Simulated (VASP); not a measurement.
Data:

```
CELL_PARAMETERS angstrom
      4.05953     0.00000     0.00000
      0.00000     4.05953     0.00000
      0.00000     0.00000     4.05953
ATOMIC_POSITIONS crystal
  K  0.00000 0.00000 0.00000
  Ta 0.50000 0.50000 0.50000
  O  0.50000 0.00000 0.50000
  O  0.00000 0.50000 0.50000
  O  0.50000 0.50000 0.00000
```

Calculation: RPBE GGA, VASP's PBE PAW potentials (set 64) (plane waves; VASP). Run with 520 eV cut-off, 6×6×6 Γ-centred mesh, tetrahedra with Blöchl corrections, potentials K_sv Ta_pv O.

Unless said otherwise, spin-orbit coupling is left out, though it shifts the bands of the heavy elements here.

Task: What does the run give for the energy per atom (σ→0), band gap (on the k-mesh) with the smallest direct gap where there is one?

Result: 
The band gap (on the k-mesh) is 2.11 eV, the smallest direct gap (on the k-mesh) comes out as 2.74 eV and the energy per atom (σ→0) is -7.822 eV/atom.

Total energies compare only between runs with the same potentials, cut-off and functional.

The compound is KTaO3 in the cubic perovskite structure. It was relaxed first, which changed the volume by +5 %.
